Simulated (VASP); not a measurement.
A convergence study with VASP on Ni (space group Fm-3m): one setting is varied, all else stays as given below, so the limit is that of these other settings.

```
Ni
1.0
    0.00000     1.75472     1.75472
    1.75472     0.00000     1.75472
    1.75472     1.75472     0.00000
Ni
1
Direct
  0.00000   0.00000   0.00000
```
Starting moments (μB, in the order of the record's atoms Ni): 1.0.

Computed with PBE GGA, VASP's PBE PAW potentials (set 64) (plane waves; VASP). The tightest run used: 300 eV cut-off, 21×21×21 Γ-centred mesh, Gaussian smearing of 0.10 eV, potentials Ni.

Task: The settings run are 3×3×3 mesh; 4×4×4 mesh; 5×5×5 mesh; 6×6×6 mesh; 7×7×7 mesh; 8×8×8 mesh; 9×9×9 mesh; 10×10×10 mesh; 11×11×11 mesh; 12×12×12 mesh; 14×14×14 mesh; 15×15×15 mesh; 17×17×17 mesh; 19×19×19 mesh; 21×21×21 mesh. From which on does the energy per atom stay within 0.005 eV/atom of the tightest run?

Result: From 10×10×10 mesh on: it is off by 0.0026 there and by no more than 0.005 in any finer run, while 9×9×9 mesh is off by 0.0066.
```json
[
 {"setting": "3×3×3 mesh", "E (eV/atom)": "-5.3483", "pressure (GPa)": "9.01", "moment (μB)": "1.111", "irreducible k-points": "4", "difference judged (eV/atom)": "0.1316"},
 {"setting": "4×4×4 mesh", "E (eV/atom)": "-5.5535", "pressure (GPa)": "-3.40", "moment (μB)": "0.594", "irreducible k-points": "8", "difference judged (eV/atom)": "0.0736"},
 {"setting": "5×5×5 mesh", "E (eV/atom)": "-5.4072", "pressure (GPa)": "5.22", "moment (μB)": "0.944", "irreducible k-points": "10", "difference judged (eV/atom)": "0.0727"},
 {"setting": "6×6×6 mesh", "E (eV/atom)": "-5.5045", "pressure (GPa)": "0.13", "moment (μB)": "0.638", "irreducible k-points": "16", "difference judged (eV/atom)": "0.0246"},
 {"setting": "7×7×7 mesh", "E (eV/atom)": "-5.4716", "pressure (GPa)": "0.29", "moment (μB)": "0.454", "irreducible k-points": "20", "difference judged (eV/atom)": "0.0083"},
 {"setting": "8×8×8 mesh", "E (eV/atom)": "-5.4794", "pressure (GPa)": "1.23", "moment (μB)": "0.699", "irreducible k-points": "29", "difference judged (eV/atom)": "0.0005"},
 {"setting": "9×9×9 mesh", "E (eV/atom)": "-5.4865", "pressure (GPa)": "0.35", "moment (μB)": "0.507", "irreducible k-points": "35", "difference judged (eV/atom)": "0.0066"},
 {"setting": "10×10×10 mesh", "E (eV/atom)": "-5.4825", "pressure (GPa)": "1.54", "moment (μB)": "0.716", "irreducible k-points": "47", "difference judged (eV/atom)": "0.0026"},
 {"setting": "11×11×11 mesh", "E (eV/atom)": "-5.4813", "pressure (GPa)": "0.70", "moment (μB)": "0.575", "irreducible k-points": "56", "difference judged (eV/atom)": "0.0014"},
 {"setting": "12×12×12 mesh", "E (eV/atom)": "-5.4791", "pressure (GPa)": "1.37", "moment (μB)": "0.678", "irreducible k-points": "72", "difference judged (eV/atom)": "0.0008"},
 {"setting": "14×14×14 mesh", "E (eV/atom)": "-5.4768", "pressure (GPa)": "0.90", "moment (μB)": "0.586", "irreducible k-points": "104", "difference judged (eV/atom)": "0.0031"},
 {"setting": "15×15×15 mesh", "E (eV/atom)": "-5.4815", "pressure (GPa)": "1.21", "moment (μB)": "0.645", "irreducible k-points": "120", "difference judged (eV/atom)": "0.0016"},
 {"setting": "17×17×17 mesh", "E (eV/atom)": "-5.4795", "pressure (GPa)": "1.26", "moment (μB)": "0.656", "irreducible k-points": "165", "difference judged (eV/atom)": "0.0004"},
 {"setting": "19×19×19 mesh", "E (eV/atom)": "-5.4788", "pressure (GPa)": "1.05", "moment (μB)": "0.634", "irreducible k-points": "220", "difference judged (eV/atom)": "0.0011"},
 {"setting": "21×21×21 mesh", "E (eV/atom)": "-5.4799", "pressure (GPa)": "0.88", "moment (μB)": "0.608", "irreducible k-points": "286", "difference judged (eV/atom)": "0.0000"}
]
```

Left out are rungs that failed or repeat a setting and relaxations that didn't move; long series are thinned to 24 rows.

The structure is a typed Ni crystal (space group no. 225). The cell was not relaxed at this level. The spin order is the one that the start imposed; others were not tried in this run.
